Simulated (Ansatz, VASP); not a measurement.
# MoS2 in two plane-wave programs, part 2 of 2

Aim: how closely do two programs agree when they are given the same cell, functional and k mesh? The structure shown is the start of the Ansatz relaxation below; VASP solves that cell, so the two are compared at the walk's first step.

VASP 6.6.1 and Ansatz 0.2.0.

So far. Step 4 (Comparison): The forces differ by 0.6 meV/Å r.m.s., which is 0.5 % of the r.m.s. force of 0.124 eV/Å (both taken over all components).

### 6. VASP: single point, PBEsol, start cell, pair 2

Level of this step: PBEsol, no spin polarisation; plane waves and PAW (Mo_sv, S) (VASP).

The same cell, functional and mesh now go to VASP, with its own data sets.

INCAR

```
SYSTEM = MoS2
PREC = Accurate
ENCUT = 400
EDIFF = 1E-06
NELM = 120
ISMEAR = 0
SIGMA = 0.01
LREAL = .FALSE.
ALGO = Normal
GGA = PS
NBANDS = 32
LASPH = .TRUE.
LORBIT = 11
LWAVE = .FALSE.
LCHARG = .FALSE.
ISIF = 2
GGA_COMPAT = .FALSE.
EFERMI = MIDGAP
KPAR = 2
```

POSCAR

```
MoS2
1.0
    3.1571490000      0.0000000000      0.0000000000
   -1.5785740000      2.7341710000      0.0000000000
    0.0000000000      0.0000000000     12.6417010000
Mo S
2 4
Direct
    0.3333333050      0.6666665611      0.2500000000
    0.6666666384      0.3333332277      0.7500000000
    0.3333333050      0.6666665611      0.6260580162
    0.6666666384      0.3333332277      0.1260580163
    0.3333333050      0.6666665611      0.8739419838
    0.6666666384      0.3333332277      0.3739419838
```

KPOINTS

```
Automatic mesh
0
Gamma
12 12 4
0 0 0
```

Potentials, in the order of the species: Mo_sv and S (PBE family, release 64).

On the command line:

```sh
> mpirun -np 2 vasp_std
```

Numbers of over 12 decimals in the logs are rounded to 6 here.

The log of the run:

```text
[banner, memory and clock lines left out]
running    2 mpi-ranks, on    1 nodes
[...]
[... a notice as in an earlier step ...]

 LDA part: xc-table for (Slater+PW92), standard interpolation
 POSCAR, INCAR and KPOINTS ok, starting setup
[...]
entering main loop
       N       E                     dE             d eps       ncg     rms          rms(c)
DAV:   1     0.376001080691E+03    0.37600E+03   -0.26120E+04  4184   0.126E+03
DAV:   2    -0.298671107940E+02   -0.40587E+03   -0.39530E+03  4584   0.350E+02
DAV:   3    -0.494196667494E+02   -0.19553E+02   -0.19391E+02  4664   0.687E+01
DAV:   4    -0.498332122776E+02   -0.41355E+00   -0.41250E+00  4512   0.102E+01
[...]
DAV:  13    -0.468912435018E+02    0.14981E-05   -0.14759E-04  4920   0.617E-02    0.133E-02
DAV:  14    -0.468912451639E+02   -0.16621E-05   -0.13495E-05  3904   0.210E-02    0.207E-02
DAV:  15    -0.468912456230E+02   -0.45906E-06   -0.27895E-06  3728   0.984E-03
   1 F= -.46891246E+02 E0= -.46891246E+02  d E =0.000000E+00
```

Parts of OUTCAR (step 6):

```text
  Total       -1.6379979     -1.6379976     -1.8067145     -0.0000003     -0.0000000      0.0000000
  in kB      -24.0490352    -24.0490310    -26.5261275     -0.0000044     -0.0000000      0.0000000
  external PRESSURE =     -24.8747312 kB  Pullay stress =       0.0000000 kB

 POSITION                                       TOTAL-FORCE (eV/Angst)
 -----------------------------------------------------------------------------------
      0.00000      1.82278      3.16043        -0.000000     -0.000000     -0.000000
      1.57857      0.91139      9.48128         0.000000     -0.000000     -0.000000
      0.00000      1.82278      7.91444        -0.000000     -0.000000      0.243159
      1.57857      0.91139      1.59359        -0.000000      0.000000      0.243159
      0.00000      1.82278     11.04811         0.000000     -0.000000     -0.243159
      1.57857      0.91139      4.72726         0.000000      0.000000     -0.243159
 -----------------------------------------------------------------------------------
    total drift:                               -0.000401      0.001279     -0.000035

  FREE ENERGIE OF THE ION-ELECTRON SYSTEM (eV)
  ---------------------------------------------------
  free  energy   TOTEN  =       -46.8912456230 eV

  energy  without entropy=      -46.8912456230  energy(sigma->0) =      -46.89124562

[... 1 part as in an earlier step ...]

[... 2 further parts left out ...]
[key lines of the parts left out:]
E-fermi :   7.5611
```

The run ends at a pressure of -2.49 GPa, with forces up to 0.24 eV/Å.

### 7. Comparison

Forces (eV/Å; atoms numbered as in POSCAR):

| atom | Ansatz x, y, z | VASP x, y, z |
| --- | --- | --- |
| Mo1 | 0.000, 0.000, 0.000 | 0.000, 0.000, 0.000 |
| Mo2 | 0.000, 0.000, 0.000 | 0.000, 0.000, 0.000 |
| S3 | 0.000, 0.000, 0.246 | 0.000, 0.000, 0.243 |
| S4 | 0.000, 0.000, 0.246 | 0.000, 0.000, 0.243 |
| S5 | 0.000, 0.000, -0.246 | 0.000, 0.000, -0.243 |
| S6 | 0.000, 0.000, -0.246 | 0.000, 0.000, -0.243 |

The forces differ by 1.4 meV/Å r.m.s., which is 1.2 % of the r.m.s. force of 0.115 eV/Å (both taken over all components).

### 8. Ansatz: relaxation, PBEsol

The two programs are compared at the cell with which this relaxation starts, whose forces are those of its first step. The cell compared in this pair holds 110.74 Å³, against 109.13 Å³ for the pair before.

The structure compared here is the start of the Ansatz relaxation; VASP solves that cell, so the two are compared at the walk's first step.

input.yaml

```yaml
crystal:
  lattice:
    - [3.172625252, 0.0, 0.0]
    - [-1.586312626, 2.747574065, 0.0]
    - [0.0, 0.0, 12.7036708302]
  atoms:
    - { symbol: Mo, position: [0.3333333333, 0.6666666667, 0.25] }
    - { symbol: Mo, position: [0.6666666667, 0.3333333333, 0.75] }
    - { symbol: S, position: [0.3333333333, 0.6666666667, 0.6260580064] }
    - { symbol: S, position: [0.6666666667, 0.3333333333, 0.1260580064] }
    - { symbol: S, position: [0.3333333333, 0.6666666667, 0.8739419936] }
    - { symbol: S, position: [0.6666666667, 0.3333333333, 0.3739419936] }
kpoints:
  mp_grid: { grid: [12, 12, 4] }
hamiltonian:
  xc: pbesol
  pseudopotentials: { kind: paw, azcp: { folder: soft_1 }, xc_functional: pbe }
scf:
  occupations: { method: fixed }
  lower_state_search: "off"
output:
  forces: true
  stress: true
  eigenvalues: true
relax:
  adjacent_minimum: "off"
  f_tol: 0.001
  max_steps: 60
  cell: { stress_tol: 0.01, fix: [volume] }
```

On the command line:

```sh
> ansatz run input.yaml --threads 18 --pin off --max-ram 92160MiB --backend cuda --events-out ev --progress --plain --runs-dir out
```

The log of the run:

```text
[...]
Crystal: 6 atoms, lattice volume = 110.738 Å³
Basis set: ecut = 420 eV, 2179 PW (Γ), exchange–correlation on 48×48×180 points (8 copies of the dense FFT grid, shifted against one another)
Bands: 32, of which v1, the nominal top of the filled ones, is band 26 counted from 1 (25 counted from 0)
Symmetry: 24 space group operations
[...]
cell:  # Å, volume = 110.7382 Å³
    - [3.145078, 0, 0.0]
    - [-1.572539, 2.723718, 0.0]
    - [0.0, 0.0, 12.927182]
  atoms:
    - { symbol: Mo, position: [0.333333, 0.666667, 0.25] }
    - { symbol: Mo, position: [0.666667, 0.333333, 0.750000] }
    - { symbol: S, position: [0.333333, 0.666667, 0.629444] }
    - { symbol: S, position: [0.666667, 0.333333, 0.129444] }
    - { symbol: S, position: [0.333333, 0.666667, 0.870556] }
    - { symbol: S, position: [0.666667, 0.333333, 0.370556] }
[key lines of the parts left out:]
SCF converged after 7 iterations
Free energy (F): -13340.400715 eV
Fermi energy:    10.084613 eV
P = ⅓ Tr σ = -0.3895 GPa (-3.895 kbar)
```

### 9. VASP: single point, PBEsol, start cell, pair 3

The same cell, functional and mesh now go to VASP, with its own data sets.

INCAR is that of step 6.

POSCAR

```
MoS2
1.0
    3.1726250000      0.0000000000      0.0000000000
   -1.5863130000      2.7475740000      0.0000000000
    0.0000000000      0.0000000000     12.7036710000
Mo S
2 4
Direct
    0.3333335435      0.6666667718      0.2500000000
    0.6666668769      0.3333334384      0.7500000000
    0.3333335435      0.6666667718      0.6260580111
    0.6666668769      0.3333334384      0.1260580111
    0.3333335435      0.6666667718      0.8739419889
    0.6666668769      0.3333334384      0.3739419889
```

KPOINTS is that of step 6.

On the command line:

```sh
> mpirun -np 2 vasp_std
```

The log of the run:

```text
[... set-up lines as in an earlier step ...]
 entering main loop
       N       E                     dE             d eps       ncg     rms          rms(c)
DAV:   1     0.372405250198E+03    0.37241E+03   -0.25985E+04  4184   0.125E+03
DAV:   2    -0.300192008893E+02   -0.40242E+03   -0.39189E+03  4568   0.346E+02
DAV:   3    -0.494701858494E+02   -0.19451E+02   -0.19306E+02  4704   0.687E+01
DAV:   4    -0.498654531307E+02   -0.39527E+00   -0.39418E+00  4456   0.984E+00
[...]
DAV:  13    -0.468592595348E+02    0.22857E-05   -0.14282E-04  4808   0.613E-02    0.123E-02
DAV:  14    -0.468592621277E+02   -0.25929E-05   -0.11427E-05  3976   0.190E-02    0.199E-02
DAV:  15    -0.468592625440E+02   -0.41631E-06   -0.30997E-06  3864   0.105E-02
   1 F= -.46859263E+02 E0= -.46859263E+02  d E =0.000000E+00
```

From OUTCAR (step 9):

```text
  Total       -3.0172059     -3.0172062     -3.3269663      0.0000005      0.0000000      0.0000000
  in kB      -43.6534076    -43.6534125    -48.1350695      0.0000079      0.0000000      0.0000000
  external PRESSURE =     -45.1472966 kB  Pullay stress =       0.0000000 kB

 POSITION                                       TOTAL-FORCE (eV/Angst)
 -----------------------------------------------------------------------------------
      0.00000      1.83172      3.17592        -0.000000      0.000000     -0.000000
      1.58631      0.91586      9.52775         0.000000     -0.000000     -0.000000
      0.00000      1.83172      7.95323         0.000000      0.000000      0.474596
      1.58631      0.91586      1.60140        -0.000000     -0.000000      0.474596
      0.00000      1.83172     11.10227         0.000000      0.000000     -0.474596
      1.58631      0.91586      4.75044        -0.000000     -0.000000     -0.474596
 -----------------------------------------------------------------------------------
    total drift:                               -0.001419     -0.000819     -0.000002

  FREE ENERGIE OF THE ION-ELECTRON SYSTEM (eV)
  ---------------------------------------------------
  free  energy   TOTEN  =       -46.8592625440 eV

  energy  without entropy=      -46.8592625440  energy(sigma->0) =      -46.85926254

[... 1 part as in an earlier step ...]

[... 2 further parts left out ...]
[key lines of the parts left out:]
E-fermi :   7.3700
```

The run ends at a pressure of -4.51 GPa, with forces up to 0.47 eV/Å.

### 10. Comparison

Forces (eV/Å; atoms numbered as in POSCAR):

| atom | Ansatz x, y, z | VASP x, y, z |
| --- | --- | --- |
| Mo1 | 0.000, 0.000, 0.000 | 0.000, 0.000, 0.000 |
| Mo2 | 0.000, 0.000, 0.000 | 0.000, 0.000, 0.000 |
| S3 | 0.000, 0.000, 0.478 | 0.000, 0.000, 0.475 |
| S4 | 0.000, 0.000, 0.478 | 0.000, 0.000, 0.475 |
| S5 | 0.000, 0.000, -0.478 | 0.000, 0.000, -0.475 |
| S6 | 0.000, 0.000, -0.478 | 0.000, 0.000, -0.475 |

The forces differ by 1.8 meV/Å r.m.s., which is 0.8 % of the r.m.s. force of 0.224 eV/Å (both taken over all components).

### 11. Outcome

| Quantity | Value |
| --- | --- |
| r.m.s. force difference (single point, PBEsol, start cell, pair 1) | 0.57 meV/Å |
| r.m.s. force difference (single point, PBEsol, start cell, pair 2) | 1.4 meV/Å |
| r.m.s. force difference (single point, PBEsol, start cell, pair 3) | 0.81 % of the r.m.s. force |

**Reading.** The r.m.s. force difference is 0.81 % of the r.m.s. force (single point, PBEsol, start cell, pair 3), within the 3 % picked in this series as the mark of a large difference. 7 further pairs of this series are not shown here. How closely two codes agree says nothing of how well the functional describes the real material.

[Lines on the potential files, build, host, timing and source positions are cut from VASP's logs without a mark.]

[Logs are printed without paths, hosts, clocks, repeated set-up lines and the standing remarks that a program may print on its own settings, such as how far it seeks lower states.]

[Hosts, paths, dates, database ids (printed as entryN), source tags and the programs' standing remarks are cut or masked in the printed files.]
